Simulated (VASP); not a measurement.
Output of a VASP run:

File OUTCAR:
```
 ion  position               nearest neighbor table
   1  0.501  0.494  0.511-   2 2.50   2 2.50   2 2.53   2 2.54   2 2.57   2 2.58   2 2.61   2 2.61
  LATTYP: Found a simple cubic cell.
 ALAT       =     2.9500000000
 Subroutine PRICEL returns:
 Original cell was already a primitive cell.
 Subroutine GETGRP returns: Found  1 space group operations
The static configuration has the point symmetry C_1 .
The dynamic configuration has the point symmetry C_1 .
 Subroutine INISYM returns: Found  1 space group operations
 Subroutine IBZKPT returns following result:
 Found    256 irreducible k-points:

 Following reciprocal coordinates:
            Coordinates               Weight
  0.062500  0.062500  0.062500      2.000000
 -0.062500  0.062500  0.062500      2.000000
 -0.062500 -0.062500  0.062500      2.000000
  0.062500 -0.062500  0.062500      2.000000
  0.187500  0.062500  0.062500      2.000000
  0.062500  0.187500  0.062500      2.000000
  0.062500  0.062500  0.187500      2.000000
 -0.062500  0.187500  0.062500      2.000000
 -0.187500  0.062500  0.062500      2.000000
 -0.062500  0.062500  0.187500      2.000000
 -0.187500 -0.062500  0.062500      2.000000
 -0.062500 -0.187500  0.062500      2.000000
 -0.062500 -0.062500  0.187500      2.000000
  0.062500 -0.187500  0.062500      2.000000
  0.187500 -0.062500  0.062500      2.000000
  0.062500 -0.062500  0.187500      2.000000
  0.312500  0.062500  0.062500      2.000000
  0.062500  0.312500  0.062500      2.000000
  0.062500  0.062500  0.312500      2.000000
 -0.062500  0.312500  0.062500      2.000000
 -0.312500  0.062500  0.062500      2.000000
 -0.062500  0.062500  0.312500      2.000000
 -0.312500 -0.062500  0.062500      2.000000
 -0.062500 -0.312500  0.062500      2.000000
 -0.062500 -0.062500  0.312500      2.000000
  0.062500 -0.312500  0.062500      2.000000
  0.312500 -0.062500  0.062500      2.000000
  0.062500 -0.062500  0.312500      2.000000
  0.437500  0.062500  0.062500      2.000000
  0.062500  0.437500  0.062500      2.000000
  0.062500  0.062500  0.437500      2.000000
 -0.062500  0.437500  0.062500      2.000000
 -0.437500  0.062500  0.062500      2.000000
 -0.062500  0.062500  0.437500      2.000000
 -0.437500 -0.062500  0.062500      2.000000
 -0.062500 -0.437500  0.062500      2.000000
 -0.062500 -0.062500  0.437500      2.000000
  0.062500 -0.437500  0.062500      2.000000
  0.437500 -0.062500  0.062500      2.000000
  0.062500 -0.062500  0.437500      2.000000
   k-points           NKPTS =    256   k-points in BZ     NKDIM =    256   number of bands    NBANDS=     15
   number of dos      NEDOS =    301   number of ions     NIONS =      2
   total plane-waves  NPLWV =   5832
   dimension x,y,z NGX =    18 NGY =   18 NGZ =   18
   dimension x,y,z NGXF=    36 NGYF=   36 NGZF=   36
   ions per type =               1   1
   PREC   = accura    normal or accurate (medium, high low for compatibility)
   ISTART =      0    job   : 0-new  1-cont  2-samecut
   ICHARG =      2    charge: 1-file 2-atom 10-const
   ISPIN  =      1    spin polarized calculation?
   LNONCOLLINEAR =      F non collinear calculations
   LSORBIT =      F    spin-orbit coupling
   INIWAV =      1    electr: 0-lowe 1-rand  2-diag
   ENCUT  =  300.0 eV  22.05 Ry    4.70 a.u.   4.17  4.17  4.17*2*pi/ulx,y,z
   NELM   =    100;   NELMIN=  2; NELMDL= -5     # of ELM steps
   EDIFF  = 0.1E+00   stopping-criterion for ELM
   LREAL  =      F    real-space projection
   NLSPLINE    = F    spline interpolate recip. space projectors
   LMAXMIX     =    4 max onsite mixed and CHGCAR
   VOSKOWN=      0    Vosko Wilk Nusair interpolation
   EDIFFG = 0.1E+01   stopping-criterion for IOM
   NSW    =      0    number of steps for IOM
   NBLOCK =      1;   KBLOCK =      1    inner block; outer block
   IBRION =     -1    ionic relax: 0-MD 1-quasi-New 2-CG
   NFREE  =      0    steps in history (QN), initial steepest desc. (CG)
...
```

**OSZICAR**
```
       N       E                     dE             d eps       ncg     rms          rms(c)
DAV:   1     0.874686763863E+02    0.87469E+02   -0.83585E+03  8117   0.170E+03
DAV:   2    -0.410053284235E+01   -0.91569E+02   -0.89116E+02  7715   0.275E+02
DAV:   3    -0.605090691577E+01   -0.19504E+01   -0.19469E+01  9341   0.535E+01
DAV:   4    -0.606150465009E+01   -0.10598E-01   -0.10596E-01  6721   0.359E+00
DAV:   5    -0.606216587514E+01   -0.66123E-03   -0.66122E-03  4708   0.117E+00    0.956E+00
DAV:   6    -0.593017785845E+01    0.13199E+00   -0.17175E+01  8126   0.103E+02    0.608E+00
DAV:   7    -0.498718370626E+01    0.94299E+00   -0.39295E+00  8132   0.102E+02    0.224E+00
DAV:   8    -0.498718141595E+01    0.22903E-05   -0.16477E-01  4974   0.604E+00
   1 F= -.49871814E+01 E0= -.49855029E+01  d E =-.335700E-02
```

**OUTCAR**
```
------------------------ aborting loop because EDIFF is reached ----------------------------------------
  FORCE on cell =-STRESS in cart. coord.  units (eV):
  Direction    XX          YY          ZZ          XY          YZ          ZX
  --------------------------------------------------------------------------------------
  Total       -3.2428092     -3.2539593     -3.2829427     -0.0043930     -0.0359857      0.0079485
  in kB     -202.3792292   -203.0750902   -204.8839042     -0.2741620     -2.2458185      0.4960549
  external PRESSURE =    -203.4460745 kB  Pullay stress =       0.0000000 kB
  volume of cell :       25.67
      direct lattice vectors                 reciprocal lattice vectors
     2.950000000  0.000000000  0.000000000     0.338983051  0.000000000  0.000000000
     0.000000000  2.950000000  0.000000000     0.000000000  0.338983051  0.000000000
     0.000000000  0.000000000  2.950000000     0.000000000  0.000000000  0.338983051
 POSITION                                       TOTAL-FORCE (eV/Angst)
 -----------------------------------------------------------------------------------
      1.47862      1.45844      1.50671        -0.032286      0.149397     -0.283618
      2.94638      0.01656      2.91829         0.032286     -0.149397      0.283618
 -----------------------------------------------------------------------------------
    total drift:                                0.001771     -0.010557      0.020417
  FREE ENERGIE OF THE ION-ELECTRON SYSTEM (eV)
  ---------------------------------------------------
  free  energy   TOTEN  =        -4.9871814159 eV

  energy  without entropy=       -4.9838244144  energy(sigma->0) =       -4.98550292
```
(Selected blocks of OUTCAR.)

File POSCAR:
```
CuZn
1
    2.9500000000     0.0000000000     0.0000000000
    0.0000000000     2.9500000000     0.0000000000
    0.0000000000     0.0000000000     2.9500000000
Zn Cu
1 1
Direct
  0.5012280000   0.4943850000   0.5107480000
 -0.0012280000   0.0056150000  -0.0107480000
```

**Question.** Reconstruct the remaining input files.

**Answer.** This is not unique; one that fits is the input of the run itself, PBE GGA, plane waves, VASP's PBE PAW potentials (set 64).

**KPOINTS**
```
Regular mesh
0
gamma
8 8 8
0.5 0.5 0.5
```

**INCAR**
```
ALGO=Normal
EDIFF=1E-01
ENCUT=300
GGA=PE
ISIF=2
ISMEAR=-1
LASPH=.True.
LCHARG=.False.
LMAXMIX=4
LREAL=.False.
LWAVE=.False.
NELM=100
PREC=Accurate
SIGMA=0.05
SYSTEM=CuZn
```

POTCAR, in this order: Zn Cu (PBE.64 set). Program: vasp_std.

At this cut-off the stress carries a Pulay error, which pulls relaxed volumes low.

The structure is a typed CuZn crystal. The cell was not relaxed at this level, atoms are displaced from their ideal sites. The run is one of a series of settings (EDIFF = 1E-01 against the base run), some of them coarse on purpose. The electron count is odd and the run is not spin-polarised, which forces a metal.
